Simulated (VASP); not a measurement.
Crystal: Sn2GeO2.

```xyz
5
Lattice="3.8530 0.0000 0.0000 0.0000 3.8530 0.0000 0.0000 0.0000 6.4620" Properties=species:S:1:pos:R:3 pbc="T T T"
Sn    1.9265    1.9265    5.1700
Sn    0.0000    0.0000    2.7850
Ge    1.9265    1.9265    1.4520
O     1.9265    0.0000    4.2250
O     0.0000    1.9265    4.2250
```

The cell was built by a generator and needn't be a form met in nature.

| Quantity | Value |
| --- | --- |
| Program | VASP 6.6.1 |
| Task | relaxation of cell and atoms |
| Functional | PBE |
| Potentials or basis | VASP PAW PBE potentials, release 64 (Sn_d, Ge_d, O) |
| Cutoff | 520 eV |
| k mesh | 8 × 8 × 6 |
| Occupations | gaussian, width 0.1 eV |
| Spin | no spin polarisation |

At the start: pressure -0.3 GPa; volume 19.19 Å³/atom.

Question: Where does the relaxation end?

Answer: Over 12 steps the energy falls by 3.1 meV/atom and the volume is 18.78 Å³/atom (-2.1 %); space group P4mm (No. 99, to 0.05 Å).

The path:
```
step  energy change (eV)  largest force (eV/Å)  pressure (GPa)  volume (Å³)
   1              0.0000                0.3182           -0.27        95.93
   2             -0.0068                0.1934           -0.32        95.49
   3             -0.0097                0.2221           -0.40        94.74
   4             -0.0100                0.1574           -0.35        94.90
   5             -0.0127                0.0633            0.41        93.92
   6             -0.0127                0.0635            0.32        93.94
   7             -0.0151                0.0358            0.08        94.06
   8             -0.0155                0.0247           -0.09        94.12
   9             -0.0155                0.0239           -0.09        94.12
  10             -0.0155                0.0319            0.01        93.93
  11             -0.0155                0.0236            0.02        93.96
  12             -0.0156                0.0075            0.02        93.92
```

Final structure:
```
Sn Ge O
1.0
     3.84433    0.00000    0.00000
     0.00000    3.84433    0.00000
     0.00000    0.00000    6.35530
Sn Ge O
2 1 2
Direct
  0.50000 0.50000 0.80309
  0.00000 0.00000 0.42079
  0.50000 0.50000 0.23081
  0.50000 0.00000 0.65435
  0.00000 0.50000 0.65435
```
